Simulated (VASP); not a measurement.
Here is a VASP 6.6.1 calculation.

Contents of INCAR:

```
SYSTEM = CuSi11C12
ALGO = Normal
EDIFF = 1E-5
ENCUT = 450
GGA = PS
ISIF = 2
ISMEAR = 0
KPAR = 4
LASPH = .TRUE.
LCHARG = .FALSE.
LDAU = .TRUE.
LDAUJ = 0 0 0
LDAUL = 2 -1 -1
LDAUPRINT = 1
LDAUTYPE = 2
LDAUU = 5 0 0
LMAXMIX = 4
LORBIT = 11
LREAL = Auto
LWAVE = .FALSE.
NELM = 120
PREC = Accurate
SIGMA = 0.03
```

Contents of KPOINTS:

```
k-points
0
G
  2 3 3
  0 0 0
```

File POSCAR:

```
CuSi11C12
1.0
    0.0000000000      6.5370000000      6.5370000000
    4.3580000000      0.0000000000      4.3580000000
    4.3580000000      4.3580000000      0.0000000000
Cu Si C
1 11 12
Direct
    0.0000000000      0.0000000000      0.0000000000
    0.0000000000      0.0000000000      0.5000000000
    0.0000000000      0.5000000000      0.0000000000
    0.0000000000      0.5000000000      0.5000000000
    0.3333330000      0.0000000000      0.0000000000
    0.3333330000      0.0000000000      0.5000000000
    0.3333330000      0.5000000000      0.0000000000
    0.3333330000      0.5000000000      0.5000000000
    0.6666670000      0.0000000000      0.0000000000
    0.6666670000      0.0000000000      0.5000000000
    0.6666670000      0.5000000000      0.0000000000
    0.6666670000      0.5000000000      0.5000000000
    0.0833333333      0.1250000000      0.1250000000
    0.0833333333      0.1250000000      0.6250000000
    0.0833333333      0.6250000000      0.1250000000
    0.0833333333      0.6250000000      0.6250000000
    0.4166663333      0.1250000000      0.1250000000
    0.4166663333      0.1250000000      0.6250000000
    0.4166663333      0.6250000000      0.1250000000
    0.4166663333      0.6250000000      0.6250000000
    0.7500003333      0.1250000000      0.1250000000
    0.7500003333      0.1250000000      0.6250000000
    0.7500003333      0.6250000000      0.1250000000
    0.7500003333      0.6250000000      0.6250000000
```

Potentials or basis: VASP PAW PBE potentials, release 64 (Cu, Si, C).

Run with:

```bash
$ cat potpaw_PBE.64/Cu/POTCAR potpaw_PBE.64/Si/POTCAR potpaw_PBE.64/C/POTCAR > POTCAR
$ mpirun -np 4 vasp_std > vasp.out
```

(1) What does it give for the largest force?

(2) Predict the band gap on the k mesh.

## Answers

(1) 1.978 eV/Å.

(2) none (metal or under the smearing width).

Caveat: the k mesh is coarse (spacing up to 0.42 Å⁻¹), so the values aren't converged; the PAW data sets were made with another functional, which shifts forces and pressure a little; U without spin polarisation on a metal has little footing; the U is typed as a test and isn't derived for this compound.
